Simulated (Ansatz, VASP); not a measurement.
ZnAg in VASP and in Ansatz

```
Zn Ag
1.0
     3.14544    0.00000    0.00000
     0.00000    3.14544    0.00000
     0.00000    0.00000    3.14544
Zn Ag
1 1
Direct
  0.50000 0.50000 0.50000
  0.00000 0.00000 0.00000
```

Change from the starting cell: volume scaled by 0.99.

Alike in both runs: task single point; functional LDA; k mesh 12 × 12 × 12; occupations fermi-dirac, width 0.03 eV; no spin polarisation.

|  | VASP | Ansatz |
| --- | --- | --- |
| version | VASP 6.6.1 | Ansatz 0.2.0 |
| potentials or method | VASP PAW LDA potentials, release 64 (Zn, Ag), cutoff 520 eV | all-electron LAPW, scalar-relativistic |

```csv
,VASP,Ansatz,Ansatz less VASP
pressure (GPa),-6.7,-7.2,-0.45
```

Ansatz ran all-electron here, so the differences hold the error of VASP's frozen core and of both bases.
